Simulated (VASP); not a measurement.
Given:

```yaml
crystal:
  lattice:
    - [3.37232, 0.00000, 0.00000]
    - [-1.68616, 2.92052, 0.00000]
    - [0.00000, 0.00000, 5.89157]
  atoms:
    - { symbol: Hg, position: [0.00000, 0.00000, 0.00000] }
    - { symbol: Hg, position: [0.00000, 0.00000, 0.50000] }
    - { symbol: O, position: [0.33333, 0.66667, 0.25000] }
    - { symbol: O, position: [0.66667, 0.33333, 0.75000] }
```

Level of theory: PBEsol GGA, VASP's PBE PAW potentials (set 64) (plane waves; VASP). Run with 620 eV cut-off, 10×10×5 Γ-centred mesh, first-order Methfessel-Paxton smearing of 0.10 eV, potentials Hg O.

Unless said otherwise, spin-orbit coupling is left out, though it shifts the bands of the heavy elements here.

Task: Predict the energy per atom (σ→0), band gap (on the k-mesh) with the smallest direct gap where there is one.

Result: 
| Item | Result |
|---|---|
| band gap (on the k-mesh) | none (metal, semimetal or under 0.01 eV) |
| energy per atom (σ→0) | -3.014 eV/atom |

The structure was generated: HgO was put into the NiAs type type (P6_3/mmc), which need not be its known phase. It was relaxed first, which changed the volume by +53 %.
